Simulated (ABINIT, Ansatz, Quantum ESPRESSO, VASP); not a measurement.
BeS (F-43m, 2 atoms in the cell) computed with different codes at matched settings

Self-consistent single point, at a second geometry (lattice scaled by 0.98). First geometry:

```yaml
crystal:
  lattice:
    - [0.00000, 2.43500, 2.43500]
    - [2.43500, 0.00000, 2.43500]
    - [2.43500, 2.43500, 0.00000]
  atoms:
    - { symbol: Be, position: [0.00000, 0.00000, 0.00000] }
    - { symbol: S, position: [0.25000, 0.25000, 0.25000] }
```

Shared settings, as Ansatz (a program for electronic structure) writes them: kpoints.mp_grid.grid = 12 12 12; scf.occupations.method = fermi_dirac; scf.occupations.width = 0.02 eV. Potentials and cutoffs stand in the table.

| code | model | ΔF from the first geometry (meV/atom) | pressure (GPa) | gap on the mesh (eV) | cutoff |
|---|---|---|---|---|---|
| Quantum ESPRESSO | PBE, SSSP 1.1.2 efficiency (PBE) pseudopotentials | 18.6 | 6.68 | 2.999 | 40 Ry |
| ABINIT | PBE, norm-conserving pseudopotentials (PseudoDojo nc-sr-05 PBE standard) | 19.0 | 6.96 | 3.001 | 44 Ha |
| Ansatz | PBE, default PAW files | 18.0 | 6.74 | 2.996 | 420 eV |
| VASP | PBE, VASP's PBE PAW potentials (set 64) | – | – | 3.002 | 300 eV |

A dash marks a value that a program does not give, or that is left out as unsure.

Gaps are read on the mesh.

The spread over the programs that give each value: ΔF from the first geometry within 1.0 meV/atom; pressure within 0.28 GPa; gap on the mesh within 0.006 eV.

Ansatz's pressure is given at a fixed set of plane waves, as the other plane-wave codes print theirs.

VASP's run is marked for a possible Pulay error in its stress at this cutoff; no cutoff test was made.

The starting cell has typed, rounded lattice constants, without a prior relaxation at this level. For this run, on top of that: lattice scaled by 0.98.

Left out of this page: GPAW, CP2K, Elk, FLEUR and SIESTA (not drawn, or without a comparable value).

Keys are those of Ansatz 0.2.
